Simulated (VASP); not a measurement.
Method: LDA (Ceperley-Alder, Perdew-Zunger), VASP's LDA PAW potentials (set 64) (plane waves; VASP).

The input files of a VASP run:

KPOINTS:
```
Regular mesh
0
Gamma
 10 10 10
0 0 0
```

### INCAR
```
! general
SYSTEM = CaO
PREC   = Accurate
ENCUT  = 520
LREAL  = F
LASPH  = T

! electronic loop
EDIFF  = 1E-7
NELM   = 100
ALGO   = Normal

! smearing
ISMEAR = 0
SIGMA  = 0.05

! ions
ISIF   = 2

! output
LWAVE  = F
LCHARG = F
```

File POSCAR:
```
CaO
1.0
  0.0000000000   2.3831406999   2.3831406999
  2.3831406999   0.0000000000   2.3831406999
  2.3831406999   2.3831406999   0.0000000000
Ca O
1 1
Direct
  0.0000000000   0.0000000000   0.0000000000
  0.5000000000   0.5000000000   0.5000000000
```

POTCAR, in this order: Ca_sv O (LDA.64 set). Program: vasp_std.

Output of the run:

OSZICAR:
```
       N       E                     dE             d eps       ncg     rms          rms(c)
DAV:   1     0.129897473361E+03    0.12990E+03   -0.87622E+03  1128   0.138E+03
DAV:   2    -0.880231117807E+01   -0.13870E+03   -0.13030E+03  1280   0.335E+02
DAV:   3    -0.156869866986E+02   -0.68847E+01   -0.68328E+01  1376   0.774E+01
DAV:   4    -0.159131132394E+02   -0.22613E+00   -0.22579E+00  1612   0.131E+01
DAV:   5    -0.159192885224E+02   -0.61753E-02   -0.61749E-02  1388   0.200E+00    0.845E+00
DAV:   6    -0.143308676213E+02    0.15884E+01   -0.84594E+00  1300   0.271E+01    0.373E+00
DAV:   7    -0.142443405429E+02    0.86527E-01   -0.72166E-01  1536   0.853E+00    0.172E+00
DAV:   8    -0.142150818666E+02    0.29259E-01   -0.77183E-02  1336   0.312E+00    0.357E-01
DAV:   9    -0.142129368704E+02    0.21450E-02   -0.14963E-02  1424   0.101E+00    0.111E-01
DAV:  10    -0.142130321135E+02   -0.95243E-04   -0.12071E-03  1292   0.354E-01    0.219E-02
DAV:  11    -0.142130470238E+02   -0.14910E-04   -0.16113E-04  1700   0.103E-01    0.257E-02
DAV:  12    -0.142130355911E+02    0.11433E-04   -0.38820E-05  1388   0.665E-02    0.247E-03
DAV:  13    -0.142130358126E+02   -0.22146E-06   -0.29425E-06  1528   0.164E-02    0.671E-04
DAV:  14    -0.142130358009E+02    0.11720E-07   -0.10364E-07   896   0.340E-03
   1 F= -.14213036E+02 E0= -.14213036E+02  d E =-.148233E-15
```

### OUTCAR
```
------------------------ aborting loop because EDIFF is reached ----------------------------------------
  FORCE on cell =-STRESS in cart. coord.  units (eV):
  Direction    XX          YY          ZZ          XY          YZ          ZX
  --------------------------------------------------------------------------------------
  Total       -0.5999871     -0.5999871     -0.5999871     -0.0000000     -0.0000000     -0.0000000
  in kB      -35.5118648    -35.5118648    -35.5118648     -0.0000000     -0.0000000     -0.0000000
  external PRESSURE =     -35.5118648 kB  Pullay stress =       0.0000000 kB
  volume of cell :       27.07
      direct lattice vectors                 reciprocal lattice vectors
     0.000000000  2.383140700  2.383140700    -0.209807168  0.209807168  0.209807168
     2.383140700  0.000000000  2.383140700     0.209807168 -0.209807168  0.209807168
     2.383140700  2.383140700  0.000000000     0.209807168  0.209807168 -0.209807168
  FREE ENERGIE OF THE ION-ELECTRON SYSTEM (eV)
  ---------------------------------------------------
  free  energy   TOTEN  =       -14.2130358009 eV

  energy  without entropy=      -14.2130358009  energy(sigma->0) =      -14.21303580
```
(Selected blocks of OUTCAR.)

OUTCAR:
```
 val. band max:        2.1613660446   @ k =   0.0000   0.0000   0.0000

 cond. band min:       5.6063645403   @ k =   0.5000   0.5000   0.0000


 Fermi energy:         2.4215126656

 k-point     1 :       0.0000    0.0000    0.0000
  band No.  band energies     occupation
      1     -34.8010      2.00000
      2     -15.8279      2.00000
      3     -15.8279      2.00000
      4     -15.8279      2.00000
      5     -13.0963      2.00000
      6       2.1614      2.00000
      7       2.1614      2.00000
      8       2.1614      2.00000
      9       6.9299      0.00000
     10       8.3279      0.00000
     11       8.3279      0.00000
     12       8.3279      0.00000

 k-point     2 :       0.1000    0.0000    0.0000
  band No.  band energies     occupation
      1     -34.7892      2.00000
      2     -15.9972      2.00000
      3     -15.8338      2.00000
      4     -15.8338      2.00000
      5     -12.9205      2.00000
      6       1.7833      2.00000
      7       2.0113      2.00000
      8       2.0113      2.00000
      9       7.3942      0.00000
     10       8.2929      0.00000
     11       8.5090      0.00000
     12       8.5090      0.00000

 k-point     3 :       0.2000    0.0000    0.0000
  band No.  band energies     occupation
      1     -34.7581      2.00000
      2     -16.3707      2.00000
      3     -15.8491      2.00000
      4     -15.8491      2.00000
      5     -12.5291      2.00000
      6       0.9757      2.00000
      7       1.6533      2.00000
      8       1.6533      2.00000
      9       8.2333      0.00000
     10       8.5357      0.00000
     11       9.0097      0.00000
     12       9.0097      0.00000

 k-point     4 :       0.3000    0.0000    0.0000
  band No.  band energies     occupation
      1     -34.7195      2.00000
      2     -16.7503      2.00000
      3     -15.8678      2.00000
      4     -15.8678      2.00000
      5     -12.1248      2.00000
      6       0.1661      2.00000
...
```

The compound is CaO in the rock salt structure. This cell is one point of a volume scan, at 1.03 of the reference volume.
